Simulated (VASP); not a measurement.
These are LDA (Ceperley-Alder, Perdew-Zunger), VASP's LDA PAW potentials (set 64) (plane waves; VASP) values and carry that method's errors.

VASP input:

File KPOINTS:
```
Automatic mesh
0
Gamma
12 12 7
0 0 0
```

File POSCAR:
```
Hf
1
    1.5612440421    -2.7041539683     0.0000000000
    1.5612440421     2.7041539683    -0.0000000000
    0.0000000000     0.0000000000     4.9372616348
Hf
2
Direct
  0.3333330000   0.6666670000   0.2500000000
  0.6666670000   0.3333330000   0.7500000000
```

### INCAR
```
! general
SYSTEM =Hf
PREC   =Accurate
ENCUT  =400
LREAL  =.FALSE.   ! projection in real space or not
LASPH  =.TRUE.   ! aspherical one-centre terms

! electronic loop
EDIFF  =1E-6
NELM   =100
ALGO   =Normal   ! blocked Davidson
LMAXMIX=6   ! l cut-off of mixed one-centre charges

! smearing
ISMEAR =1   ! Methfessel-Paxton
SIGMA  =0.1   ! width (eV)

! ions
IBRION =2
NSW    =60
ISIF   =3
EDIFFG =-0.01

! output
LWAVE  =.FALSE.
LCHARG =.FALSE.
```

POTCAR, in this order: Hf_pv (LDA.64 set). Program: vasp_std.

The run wrote:

### OSZICAR
```
       N       E                     dE             d eps       ncg     rms          rms(c)
DAV:   1     0.399697774197E+02    0.39970E+02   -0.10301E+04  2144   0.112E+03
DAV:   2    -0.203448511488E+02   -0.60315E+02   -0.59042E+02  2674   0.242E+02
DAV:   3    -0.220763328527E+02   -0.17315E+01   -0.16906E+01  2836   0.279E+01
DAV:   4    -0.220917747666E+02   -0.15442E-01   -0.15436E-01  2472   0.321E+00
DAV:   5    -0.220920082426E+02   -0.23348E-03   -0.23347E-03  2910   0.310E-01    0.685E+01
DAV:   6    -0.215783650436E+02    0.51364E+00   -0.44821E-01  2254   0.504E+00    0.403E+01
DAV:   7    -0.213942135464E+02    0.18415E+00   -0.71068E-01  2266   0.610E+00    0.200E+00
DAV:   8    -0.213860819667E+02    0.81316E-02   -0.45102E-02  2368   0.167E+00    0.382E-01
DAV:   9    -0.213861657459E+02   -0.83779E-04   -0.10087E-03  2962   0.247E-01    0.202E-01
DAV:  10    -0.213861641337E+02    0.16122E-05   -0.38633E-05  2418   0.520E-02    0.246E-01
DAV:  11    -0.213861601501E+02    0.39836E-05   -0.45459E-06  2662   0.156E-02    0.204E-02
DAV:  12    -0.213861601258E+02    0.24223E-07   -0.50902E-07  1592   0.611E-03
   1 F= -.21386160E+02 E0= -.21385662E+02  d E =-.213862E+02
```

File OUTCAR:
```
------------------------ aborting loop because EDIFF is reached ----------------------------------------
  FORCE on cell =-STRESS in cart. coord.  units (eV):
  Direction    XX          YY          ZZ          XY          YZ          ZX
  --------------------------------------------------------------------------------------
  Total       -0.0059271     -0.0059271      0.0181530      0.0000000      0.0000000      0.0000000
  in kB       -0.2277882     -0.2277882      0.6976568      0.0000000      0.0000000      0.0000000
  external PRESSURE =       0.0806935 kB  Pullay stress =       0.0000000 kB
  volume of cell :       41.69
      direct lattice vectors                 reciprocal lattice vectors
     1.561244042 -2.704153968  0.000000000     0.320257427 -0.184900714  0.000000000
     1.561244042  2.704153968  0.000000000     0.320257427  0.184900714  0.000000000
     0.000000000  0.000000000  4.937261635     0.000000000  0.000000000  0.202541424
 POSITION                                       TOTAL-FORCE (eV/Angst)
 -----------------------------------------------------------------------------------
      1.56124      0.90139      1.23432        -0.000000      0.000000      0.000000
      1.56124     -0.90139      3.70295         0.000000     -0.000000      0.000000
 -----------------------------------------------------------------------------------
    total drift:                               -0.000000      0.000177     -0.000015
  FREE ENERGIE OF THE ION-ELECTRON SYSTEM (eV)
  ---------------------------------------------------
  free  energy   TOTEN  =       -21.3861601258 eV

  energy  without entropy=      -21.3846654931  energy(sigma->0) =      -21.38566191

 reached required accuracy - stopping structural energy minimisation
```
(Selected blocks of OUTCAR.)

File OUTCAR:
```
 val. band max:        5.2903004514   @ k =   0.3333   0.2500   0.2857

 cond. band min:       5.3155476564   @ k =   0.0000   0.0000   0.4286


 Fermi energy:         5.3146733773

 k-point     1 :       0.0000    0.0000    0.0000
  band No.  band energies     occupation
      1     -25.6119      2.00000
      2     -24.6602      2.00000
      3     -24.6602      2.00000
      4     -24.4968      2.00000
      5     -24.4968      2.00000
      6     -24.4922      2.00000
      7      -2.2478      2.00000
      8       1.3703      2.00000
      9       6.3814     -0.00000
     10       6.4187     -0.00000
     11       6.4187     -0.00000
     12       6.7329     -0.00000
     13       7.3129     -0.00000
     14       7.3129     -0.00000

 k-point     2 :       0.0833    0.0000    0.0000
  band No.  band energies     occupation
      1     -25.5889      2.00000
      2     -24.7103      2.00000
      3     -24.6769      2.00000
      4     -24.5498      2.00000
      5     -24.5033      2.00000
      6     -24.5029      2.00000
      7      -2.0179      2.00000
      8       1.5951      2.00000
      9       5.8859     -0.00000
     10       6.0179     -0.00000
     11       6.6350     -0.00000
     12       7.0431     -0.00000
     13       7.1749     -0.00000
     14       7.5183      0.00000

 k-point     3 :       0.1667    0.0000    0.0000
  band No.  band energies     occupation
      1     -25.5227      2.00000
      2     -24.8470      2.00000
      3     -24.7211      2.00000
      4     -24.6900      2.00000
      5     -24.5350      2.00000
      6     -24.5223      2.00000
      7      -1.3670      2.00000
      8       2.1857      2.00000
      9       5.1571      2.04835
     10       5.1674      2.05768
     11       6.5089     -0.00000
     12       7.2641     -0.00000
     13       7.2716     -0.00000
     14       7.2892     -0.00000

 k-point     4 :       0.2500    0.0000    0.0000
  band No.  band energies     occupation
...
```

Unless said otherwise, spin-orbit coupling is left out, though it shifts the bands of the heavy elements here.

The compound is Hf in the hcp structure. It was relaxed first, which changed the volume by -6 %. The start is the result of an earlier pass.
